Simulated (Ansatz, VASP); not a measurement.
# Ru (Ru strained to the junction's net): VASP beside Ansatz

Aim: how closely do two programs agree when they are given the same cell, functional and k mesh? The structure shown is the end of the Ansatz relaxation below.

Method: plane waves, with VASP 6.6.1 beside it; single point at PBE, in Ansatz 0.2.0.

### Step 1. The structure

Symmetry: P6_3/mmc, No. 194, hexagonal system. The conventional cell has a = 2.737 Å, b = 2.737 Å, c = 4.283 Å, α = 90.00°, β = 90.00°, γ = 120.00°. Ru has 12 Ru at 2.66 to 2.74 Å nearest.

### Step 2. Ansatz: relaxation, PBE

Ansatz runs on its default PAW (the set named soft_2) files.

This run makes the geometry at which the two programs are then compared.

input.yaml reads:

```yaml
crystal:
  lattice:
    - [2.737, 0.0, 0.0]
    - [-1.3685, 2.3703115302, 0.0]
    - [0.0, 0.0, 4.27123125]
  atoms:
    - { symbol: Ru, position: [0.0, 0.0, 0.0] }
    - { symbol: Ru, position: [0.3333333333, 0.6666666667, 0.5] }
kpoints:
  mp_grid: { grid: [18, 18, 7] }
scf:
  occupations: { method: fermi_dirac, width: 0.1 }
  max_iter: 150
hamiltonian:
  xc: pbe
relax:
  f_tol: 0.01
  max_steps: 40
  cell: { fix: [a, b, angles] }
```

The run is started by

```console
$ ansatz run input.yaml --threads 4 --pin off --max-ram 10240MiB --backend cpu --events-out ev --progress --plain --runs-dir out
```

Numbers of over 12 decimals in the logs are rounded to 6 here.

The log of the run:

```text
Engine: ansatz 0.2.0, aarch64-unknown-linux-gnu
Pseudopotentials: kind: paw
Pseudopotential: Ru, paw, valence charge 16, recommended cutoff 420 eV (normal), Ru.paw.azcp
Functional definition: PBE
  parameter kappa = 0.804
  parameter beta = 0.066725
  exchange = pbe_x(kappa = kappa, mu = beta*pi^2/3)
  correlation = pbe_c(beta = beta)
Crystal: 2 atoms, lattice volume = 27.710 Å³
Basis set: ecut = 420 eV, 537 PW (Γ), exchange–correlation on 40×40×60 points (8 copies of the dense FFT grid, shifted against one another)
Bands: 20, of which v1, the nominal top of the filled ones, is band 16 counted from 1 (15 counted from 0)
Symmetry: 24 space group operations
Space group: P63/mmc (ITA 194), of the structure as read, at distance tolerance 3.0e-5 Å
k-points: 148 of 2268
Non-local potential: Ru, projectors of the file, l = 0: 3, l = 1: 2, l = 2: 2, l = 3: 1
PAW form: soft (Blöchl's): semilocal exchange-correlation on the pseudo side does not see the compensation charge
PAW one-centre angular grid: Ru, 590 points (default); XC on 64 Gauss nodes
Initial density: superposition of atomic densities (neutral atoms: chi_scale 0, normalization atom), corrected by the library's trained network
Initial wavefunctions: pseudopotential atomic-orbital guess
Functional: x = pbe(κ = 0.804, μ = 0.219515), c = pbe(β = 0.066725)
SCF iter   1: F=—  HF=-11757.395349 eV  |F-HF|=—  |Δ(HF+E_count)|=         —  Δρ=6.39e-3  dr2=2.25e-3  ethr=1.77e-3  ⟨swp⟩=5.0  Hψ=11444  notcnv=0
preconditioner: auto → none  [metal: Δε(μ)=0.013 eV  Ē_g=5.685 eV  σ=0.100 eV  W_gap=0.03  n_scr=8 (ndim 8)  ℏωp=28.2 eV  f_vac=0.000  D(μ)=1.80/eV (n_scr^D=22)  sad-step TF]
SCF iter   2: F=—  HF=-11757.398046 eV  |F-HF|=—  |Δ(HF+E_count)|=   2.70e-3  Δρ=3.79e-3  dr2=8.29e-4  ethr=7.03e-6  ⟨swp⟩=2.0  Hψ=6453  notcnv=0
SCF iter   3: F=—  HF=-11757.399188 eV  |F-HF|=—  |Δ(HF+E_count)|=   1.14e-3  Δρ=2.60e-4  dr2=2.94e-6  ethr=2.59e-6  ⟨swp⟩=2.0  Hψ=4082  notcnv=0
SCF iter   4: F=—  HF=-11757.399227 eV  |F-HF|=—  |Δ(HF+E_count)|=   3.89e-5  Δρ=1.05e-4  dr2=4.32e-7  ethr=9.19e-9  ⟨swp⟩=2.2  Hψ=5423  notcnv=0
iter 5 did not close the SCF: its close was put off for the readings that it lacked (scf_convergence_deferred on its scf_iter line)
SCF iter   5: F=-11757.399228 eV  HF=-11757.399228 eV  |F-HF|=1.14e-8  |Δ(HF+E_count)|=   9.89e-7  Δρ=1.33e-5  dr2=1.94e-8  ethr=1.35e-9  ⟨swp⟩=2.6  Hψ=4905  notcnv=0
SCF iter   6: F=-11757.399228 eV  HF=-11757.399228 eV  |F-HF|=1.48e-9  |Δ(HF+E_count)|=   2.35e-9  Δρ=3.20e-6  dr2=2.27e-9  ethr=6.05e-11  ⟨swp⟩=2.0  Hψ=11222  notcnv=0
SCF 1 converged in 6 iterations: F = -11757.399228 eV  dr2 = 2.27e-9
  greatest PAW one-centre occupation: 0.998 electrons in one spin orbital (limit 2), on the Ru atom at site 1 (counted from 0), in its partial waves of l = 0
relax step   1: F+E_penalty+E_count = -11757.39922776 eV  Δ(F+E_penalty+E_count) = +0.000e0 eV  max|allowed force component| = 3.354e-17 eV/Å  Δτ_max = 0.0000 Å  P = -1.547 GPa  Ω = 27.710 Å³  fix = [a, b, alpha, beta, gamma]  reactions: a -3.180, b -3.180 GPa  (6 SCF iters, dr2 threshold 1.00e-7 eV, accepted)
[...]
relax step   2: F+E_penalty+E_count = -11757.39932433 eV  Δ(F+E_penalty+E_count) = -9.657e-5 eV  max|allowed force component| = 5.782e-17 eV/Å  Δτ_max = 0.0000 Å  P = -3.114 GPa  Ω = 27.846 Å³  energy of the carried Pulay correction = -6.318e-5 eV  fix = [a, b, alpha, beta, gamma]  reactions: a -4.008, b -4.008 GPa  (6 SCF iters, dr2 threshold 2.00e-7 eV, accepted)
[...]
relax step   3: F+E_penalty+E_count = -11757.39960121 eV  Δ(F+E_penalty+E_count) = -2.769e-4 eV  max|allowed force component| = 9.252e-18 eV/Å  Δτ_max = 0.0000 Å  P = -2.440 GPa  Ω = 27.787 Å³  energy of the carried Pulay correction = -3.570e-5 eV  fix = [a, b, alpha, beta, gamma]  reactions: a -3.653, b -3.653 GPa  (6 SCF iters, dr2 threshold 2.00e-7 eV, accepted)
[...]
relax step   4: F+E_penalty+E_count = -11757.39963877 eV  Δ(F+E_penalty+E_count) = -3.756e-5 eV  max|allowed force component| = 2.313e-18 eV/Å  Δτ_max = 0.0000 Å  P = -2.442 GPa  Ω = 27.787 Å³  fix = [a, b, alpha, beta, gamma]  reactions: a -3.654, b -3.654 GPa  stress off target by 1.74e-2 GPa on what of the cell is left free  SCF on the basis re-selected at this cell (its energy is not comparable with the rows above)  (8 SCF iters)
basis re-selected at this cell: Δ(F+E_penalty+E_count) = -3.756e-5 eV, ΔP = -0.002 GPa vs the last step (what re-selecting the basis moved, of the pressure what is left beyond the Pulay correction that the steps carried, after the strain that the cell walked since its last selection, with what the two solves' SCF thresholds leave and, on support functions, any second-order correction that the steps lacked; it is no m [...]
SCF converged after 8 iterations
Free energy (F): -11757.399639 eV
Harris-Foulkes:  -11757.399639 eV  (|F-HF|=0.00e0)
Internal energy: -11757.340915 eV  (E = F + TS)
E sigma→0 (E₀):  -11757.370277 eV
Entropy (-TS):   -0.058724 eV (-29.362 meV/atom)
Fermi energy:    22.883064 eV
--- Per-component energies (eV) ---
  E_band       = -124.960863
  E_kinetic    = 1026.991236
  E_local      = -2564.401542  (includes V_loc(G=0)·N_el)
  E_nonlocal   = 685.798366
  E_hartree    = 823.825416
  E_xc         = -380.732608
  E_vxc        = -477.963090  (∫ρ·V_xc dr)
  E_paw        = -6921.265876  (= ΣΔE_a)
  E_vpaw       = -443.036289  (= ΣTr[D̂ρ^β])
  E_aug_tail   = -0.000374  (compensation charges beyond the density's cutoff)
  E_ewald      = -4427.555532
  E_smearing   = -0.058724  (= −TS)
  E_closure    = -0.000000  (closes the sum)
  Σ components = -11757.399639   (vs F -11757.399639, Δ=0.00e0)
--- Forces (eV/Å), atoms counted from 1 ---
  atom   1  Ru     0.00000000     0.00000000     0.00000000
  atom   2  Ru     0.00000000     0.00000000     0.00000000
  max |Σ_I F_I| component: 4.63e-18 eV/Å
--- Stress (GPa, compression-positive) ---
       -3.654228       0.000000       0.000000
        0.000000      -3.654228       0.000000
        0.000000       0.000000      -0.017420
  P = ⅓ Tr σ = -2.4420 GPa (-24.420 kbar)
--- Band table (eV; the first three rows and the last of 148) ---
  k-point 0: bands = [... 12 lower, 20.6295, 21.0297, 21.0297, 21.4400, 21.4400, 24.0093, 24.0093, 24.2597]
  k-point 1: bands = [... 12 lower, 20.5160, 20.8934, 20.8934, 21.7535, 21.7535, 23.5224, 24.0235, 24.0235]
  k-point 2: bands = [... 12 lower, 20.2552, 20.5841, 20.5841, 22.0119, 22.3990, 22.3990, 23.9565, 23.9565]
  k-point 147: bands = [... 12 lower, 20.2236, 20.2236, 21.6350, 21.9746, 24.0245, 24.0245, 30.9563, 30.9563]
--- Relaxed structure (3 steps of the walk, 3 accepted, 1 SCFs on fresh bases) ---
  F+E_penalty+E_count = -11757.39963877 eV   max|allowed force component| = 2.313e-18 eV/Å   (the final SCF, on the basis selected at the relaxed cell)
  cell:  # Å, volume = 27.7869 Å³
    - [2.737000, 0, 0.0]
    - [-1.368500, 2.370312, 0.0]
    - [0.0, 0.0, 4.283117]
  atoms:
    - { symbol: Ru, position: [9.251858539620032e-18, -5.0885221963063406e-17, 0.0] }
    - { symbol: Ru, position: [0.333333, 0.666667, 0.5] }
```

In the SCF lines HF is the Harris–Foulkes energy and dr2 the Hartree energy of the density residual, in eV; the loop may stop once dr2 is under the threshold and the program's other checks hold. Hψ counts applications of the Hamiltonian.

### Step 3. VASP: single point, PBE

The same cell, functional, mesh and smearing now go to VASP, with its own data sets.

Lines of VASP's logs that name or quote its potential files are left out, and so is its time.

INCAR reads:

```
SYSTEM = Ru
PREC = Accurate
ENCUT = 500
EDIFF = 1E-06
NELM = 120
ISMEAR = -1
SIGMA = 0.1
LREAL = .FALSE.
ALGO = Normal
GGA = PE
NBANDS = 20
LASPH = .TRUE.
LORBIT = 11
LWAVE = .FALSE.
LCHARG = .FALSE.
ISIF = 2
GGA_COMPAT = .FALSE.
```

POSCAR reads:

```
Ru
1.0
    2.7370000000      0.0000000000      0.0000000000
   -1.3685000000      2.3703115302      0.0000000000
    0.0000000000      0.0000000000      4.2831169992
Ru
2
Direct
    0.0000000000      1.0000000000      0.0000000000
    0.3333333334      0.6666666666      0.5000000000
```

KPOINTS reads:

```
Automatic mesh
0
Gamma
18 18 7
0 0 0
```

The projector-augmented-wave data sets are Ru_pv (PBE family, release 64).

The run is started by

```console
$ mpirun -np 1 vasp_std
```

The log of the run:

```text
[banner, memory and clock lines left out]
running    1 mpi-ranks, on    1 nodes
 distrk:  each k-point on    1 cores,    1 groups
 distr:  one band on    1 cores,    1 groups

 POSCAR found type information on POSCAR Ru
 POSCAR found :  1 types and       2 ions
 LDA part: xc-table for (Slater+PW92), standard interpolation
 POSCAR, INCAR and KPOINTS ok, starting setup
 FFT: planning ... GRIDC
 FFT: planning ... GRID_SOFT
 FFT: planning ... GRID
 WAVECAR not read
 entering main loop
       N       E                     dE             d eps       ncg     rms          rms(c)
DAV:   1     0.280920822679E+03    0.28092E+03   -0.16738E+04  5920   0.148E+03
DAV:   2    -0.139964332316E+02   -0.29492E+03   -0.28695E+03  6152   0.450E+02
DAV:   3    -0.198088309441E+02   -0.58124E+01   -0.57594E+01  6800   0.708E+01
DAV:   4    -0.198561733660E+02   -0.47342E-01   -0.47297E-01  7300   0.617E+00
DAV:   5    -0.198571441859E+02   -0.97082E-03   -0.96943E-03  6932   0.738E-01    0.168E+01
DAV:   6    -0.185706434015E+02    0.12865E+01   -0.30448E+00  6696   0.176E+01    0.431E+00
DAV:   7    -0.184975919673E+02    0.73051E-01   -0.38542E-01  6936   0.480E+00    0.103E+00
DAV:   8    -0.184914858192E+02    0.61061E-02   -0.23045E-02  6572   0.105E+00    0.291E-01
DAV:   9    -0.184910824066E+02    0.40341E-03   -0.14680E-03  6848   0.417E-01    0.331E-02
DAV:  10    -0.184910850665E+02   -0.26598E-05   -0.13384E-04  6672   0.119E-01    0.291E-02
DAV:  11    -0.184910800068E+02    0.50597E-05   -0.19688E-05  6772   0.420E-02    0.165E-03
DAV:  12    -0.184910797846E+02    0.22213E-06   -0.17766E-07  4124   0.433E-03
   1 F= -.18491080E+02 E0= -.18461688E+02  d E =-.587836E-01
```

From OUTCAR (step 3):

```text
ion  position               nearest neighbor table
   1  0.000  0.000  0.000-   2 2.66   2 2.66   2 2.66   2 2.66   2 2.66   2 2.66
   2  0.333  0.667  0.500-   1 2.66   1 2.66   1 2.66   1 2.66   1 2.66   1 2.66

  LATTYP: Found a hexagonal cell.
 ALAT       =     2.7370000000
 C/A-ratio  =     1.5648947750

 Subroutine GETGRP returns: Found 24 space group operations
 (whereof 12 operations were pure point group operations)

The static configuration has the point symmetry D_3h.
 The point group associated with its full space group is D_6h.

 Found    148 irreducible k-points:

   k-points           NKPTS =    148   k-points in BZ     NKDIM =    148   number of bands    NBANDS=     20

   dimension x,y,z NGX =    20 NGY =   20 NGZ =   32
   dimension x,y,z NGXF=    40 NGYF=   40 NGZF=   64

   ENCUT  =  500.0 eV  36.75 Ry    6.06 a.u.   4.99  4.99  7.81*2*pi/ulx,y,z

   NELECT =      28.0000    total number of electrons

 k-points in reciprocal lattice and weights: Automatic mesh
   0.00000000  0.00000000  0.00000000       0.000
   0.05555556  0.00000000  0.00000000       0.003
   0.11111111  0.00000000  0.00000000       0.003
   0.16666667  0.00000000  0.00000000       0.003
   0.22222222 -0.00000000  0.00000000       0.003
   0.27777778  0.00000000  0.00000000       0.003
   0.33333333  0.00000000  0.00000000       0.003
   0.38888889 -0.00000000  0.00000000       0.003
   0.44444444 -0.00000000  0.00000000       0.003
[...]
0.33333333  0.27777778  0.42857143       0.011
   0.33333333  0.33333333  0.42857143       0.002

 average (electrostatic) potential at core
       1 -67.6017       2 -67.6017

 E-fermi :  12.4407

 k-point     1 :       0.0000    0.0000    0.0000
  band No.  band energies     occupation
    ...
     11      10.1898      2.00000
     12      10.5902      2.00000
     13      10.5902      2.00000
     14      10.9995      2.00000
     15      10.9995      2.00000
     16      13.5646      0.00003
     17      13.5646      0.00003
     18      13.8210      0.00000
     19      22.6019      0.00000
     20      22.8846      0.00000

 k-point     2 :       0.0556    0.0000    0.0000
  band No.  band energies     occupation
    ...
     11      10.3786      2.00000
     12      10.5437      2.00000
     13      10.6716      2.00000
     14      10.8969      2.00000
     15      10.9311      2.00000
     16      12.6033      0.32860
     17      13.6086      0.00002
     18      14.9322      0.00000
     19      22.5868      0.00000
     20      22.8792      0.00000

 k-point     3 :       0.1111    0.0000    0.0000
  band No.  band energies     occupation
    ...
     12      10.5225      2.00000
     13      10.6957      2.00000
     14      10.7482      2.00000
     15      10.9111      2.00000
     16      11.8054      1.99652
     17      13.7212      0.00001
     18      16.2512      0.00000
     19      22.5385      0.00000
     20      22.8830      0.00000

  Total       -0.6473424     -0.6473424     -0.0153147      0.0000000     -0.0000000     -0.0000000
  in kB      -37.3253979    -37.3253979     -0.8830361      0.0000000     -0.0000000     -0.0000000
  external PRESSURE =     -25.1779439 kB  Pullay stress =       0.0000000 kB

  energy-cutoff  :      500.00
  volume of cell :       27.79
      direct lattice vectors                 reciprocal lattice vectors
     2.737000000  0.000000000  0.000000000     0.365363537  0.210942736  0.000000000
    -1.368500000  2.370311530  0.000000000     0.000000000  0.421885473  0.000000000
     0.000000000  0.000000000  4.283116999     0.000000000  0.000000000  0.233474827

 POSITION                                       TOTAL-FORCE (eV/Angst)
 -----------------------------------------------------------------------------------
      0.00000      0.00000      0.00000         0.000000      0.000000      0.000000
      0.00000      1.58021      2.14156        -0.000000      0.000000      0.000000
 -----------------------------------------------------------------------------------
    total drift:                               -0.000001      0.000000      0.000000

  FREE ENERGIE OF THE ION-ELECTRON SYSTEM (eV)
  ---------------------------------------------------
  free  energy   TOTEN  =       -18.4910797846 eV

  energy  without entropy=      -18.4322962152  energy(sigma->0) =      -18.46168800

 total charge
# of ion       s       p       d       tot
------------------------------------------
    1        0.397   6.299   5.929  12.624
    2        0.397   6.299   5.929  12.624
--------------------------------------------------
tot          0.794  12.597  11.857  25.248

[... 3 further parts left out ...]
```

The run ends at a pressure of -2.52 GPa.

### Step 4. Differences

Known differences besides the potentials themselves: the data sets hold 32 valence electrons in Ansatz (on its default PAW (the set named soft_2) files) and 28 in VASP; the cutoff is 420 eV in Ansatz and 500 eV in VASP; Ansatz's pressure holds a Pulay correction, VASP's none. Total energies have different zeros and are not compared.

Compared:

```
      quantity  Ansatz   VASP  difference
pressure (GPa)   -2.44  -2.52       +0.08
```

### Step 5. Outcome

| Item | Value |
| --- | --- |
| difference in pressure (single point, PBE) | 0.076 GPa |

What this shows: The difference in pressure is 0.076 GPa (single point, PBE), within the 1 GPa picked in this series as the mark of a large difference. The data sets hold unlike numbers of valence electrons (32 in Ansatz and 28 in VASP), so part of the differences comes from the potentials. Such differences can come from data sets, numerical settings and the points named under the comparisons, not from the functional's error against experiment.

[Lines on the potential files, build, host, timing and source positions are cut from VASP's logs without a mark.]

[Logs are printed without paths, hosts, clocks, repeated set-up lines and the standing remarks that a program may print on its own settings, such as how far it seeks lower states.]

[Hosts, paths, dates, database ids (printed as entryN), source tags and the programs' standing remarks are cut or masked in the printed files.]
